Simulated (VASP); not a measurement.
Given:

```xyz
2
Lattice="0.0000 2.8324 2.8324 2.8324 0.0000 2.8324 2.8324 2.8324 0.0000" Properties=species:S:1:pos:R:3 pbc="T T T"
Ga     0.0000     0.0000     0.0000
As     1.4162     1.4162     1.4162
```

Level of theory: PBEsol GGA, VASP's PBE PAW potentials (set 64) (plane waves; VASP). Settings: 500 eV cut-off, 8×8×8 Γ-centred mesh, Gaussian smearing of 0.050 eV, potentials Ga_d As.

Question: Estimate the energy per atom (σ→0), band gap (on the k-mesh) with the smallest direct gap where there is one.

Answer: 
The band gap (on the k-mesh) comes out as 0.41 eV and the smallest direct gap (on the k-mesh) is 0.41 eV. The energy per atom (σ→0) is -438.4 kJ/mol-atom.

The absolute energy has meaning only against runs of the same code, potentials and settings.

The compound is GaAs in the zinc blende structure. It was relaxed first.
